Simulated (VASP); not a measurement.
The input files of a VASP run:

**INCAR**
```
SYSTEM = K
PREC = Accurate
ENCUT = 520
EDIFF = 1E-7
NELM = 100
ALGO = Normal
LREAL = .FALSE.
LASPH = .TRUE.
ISMEAR = 1
SIGMA = 0.1
GGA = MK
PARAM1 = 0.1234568
PARAM2 = 0.7114
ZAB_VDW = -1.8867
LUSE_VDW = .TRUE.
AGGAC = 0.0
LWAVE = .FALSE.
LCHARG = .FALSE.
ISIF = 2
```

File POSCAR:
```
K
1
   -2.5727018183     2.5727018183     2.5727018183
    2.5727018183    -2.5727018183     2.5727018183
    2.5727018183     2.5727018183    -2.5727018183
K
1
Direct
  0.0000000000   0.0000000000   0.0000000000
```

### KPOINTS
```
Automatic mesh
0
Gamma
10 10 10
0 0 0
```

POTCAR, in this order: K_sv (PBE.64 set). Program: vasp_std.

Question: Write an equivalent input for Quantum ESPRESSO's pw.x.

Answer: One equivalent input (not run):
```
&CONTROL
  calculation = 'scf'
  pseudo_dir = './pseudo'
  outdir = './out'
  tprnfor = .true.
  tstress = .true.
/
&SYSTEM
  ibrav = 0
  nat = 1
  ntyp = 1
  ecutwfc = 74
  occupations = 'smearing'
  smearing = 'methfessel-paxton'
  degauss = 0.00735
  input_dft = 'vdw-df2-b86r'
/
&ELECTRONS
  conv_thr = 7.3e-09
  electron_maxstep = 100
/
ATOMIC_SPECIES
  K 39.098 K.upf
CELL_PARAMETERS angstrom
    -2.5727018    2.5727018    2.5727018
     2.5727018   -2.5727018    2.5727018
     2.5727018    2.5727018   -2.5727018
ATOMIC_POSITIONS crystal
  K    0.0000000  0.0000000  0.0000000
K_POINTS automatic
  10 10 10 0 0 0
```
The two are equivalent in intent, not identical: the potentials are each code's own (VASP's PAW set, PseudoDojo norm-conserving files in pw.x), so ENCUT and ecutwfc are chosen apart and not converted; conv_thr bounds pw.x's estimated SCF error, while EDIFF bounds the energy change between steps.

The compound is K in the bcc structure. This cell is one point of a volume scan, at 0.97 of the reference volume.
